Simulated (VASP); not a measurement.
```
ZnSe
1.0
    0.00000     2.83500     2.83500
    2.83500     0.00000     2.83500
    2.83500     2.83500     0.00000
Zn Se
1 1
Cartesian
  0.00000   0.00000   0.00000
  1.41750   1.41750   1.41750
```

Level of theory: PBE GGA, VASP's PBE PAW potentials (set 64) (plane waves; VASP). Settings: PREC = Normal, 500 eV cut-off, 4×4×4 Γ-centred mesh, Gaussian smearing of 0.010 eV, potentials Zn_sv_GW Se_GW.

### Question
Predict the energy per atom (σ→0), pressure, band gap (on the k-mesh) with the smallest direct gap where there is one.

### Answer

```yaml
band gap (on the k-mesh): 1.25 eV
smallest direct gap (on the k-mesh): 1.25 eV
energy per atom (σ→0): -2.987 eV/atom
pressure: 1.63 GPa
```

The absolute energy has meaning only against runs of the same code, potentials and settings.

The compound is ZnSe in the zinc blende structure. The cell was not relaxed at this level. The k-mesh is coarse (spacing up to 0.48 per Å, 2π included), so the numbers may not be converged in it.
